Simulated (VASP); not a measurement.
```
Sn
1.0
    3.37387     0.00000     0.00000
   -1.68694     2.92186     0.00000
    0.00000     0.00000     5.47780
Sn
2
Direct
  0.33333   0.66667   0.25000
  0.66667   0.33333   0.75000
```

Computed with r2SCAN meta-GGA, VASP's PBE PAW potentials (set 64) (plane waves; VASP 6.6.1). Run with 400 eV cut-off, 11×11×6 Γ-centred mesh, first-order Methfessel-Paxton smearing of 0.10 eV, potentials Sn_d.

Problem. The ions, cell shape and volume are relaxed. Which structure does the run end with?

Solution. 
```
Sn
1.0
    3.33377     0.00000     0.00000
   -1.66688     2.88713     0.00000
    0.00000     0.00000     5.60045
Sn
2
Direct
  0.33333   0.66667   0.25000
  0.66667   0.33333   0.75000
```
Space group P6_3/mmc (194), at a tolerance of 0.03 Å.

Problem. How do energy and volume change from the first to the last step?

Solution. The energy (σ→0) changes by -5.3 meV/atom and the volume by -0.2 %, in 6 ionic steps.

```csv
step,E(σ→0) (eV),max force (eV/Å),pressure (GPa),volume (Å³)
1,-49.0278,0.000,0.01,54.00
2,-49.0372,0.000,-0.06,54.00
3,-49.0383,0.000,-0.06,54.00
4,-49.0383,0.000,-0.07,54.00
5,-49.0383,0.000,-0.07,54.00
6,-49.0383,0.000,0.04,53.90
```

The structure was generated: Sn was put into the hcp type (P6_3/mmc), which need not be its known phase. This run relaxes it. Symmetry was kept, so distortions that lower it aren't found.
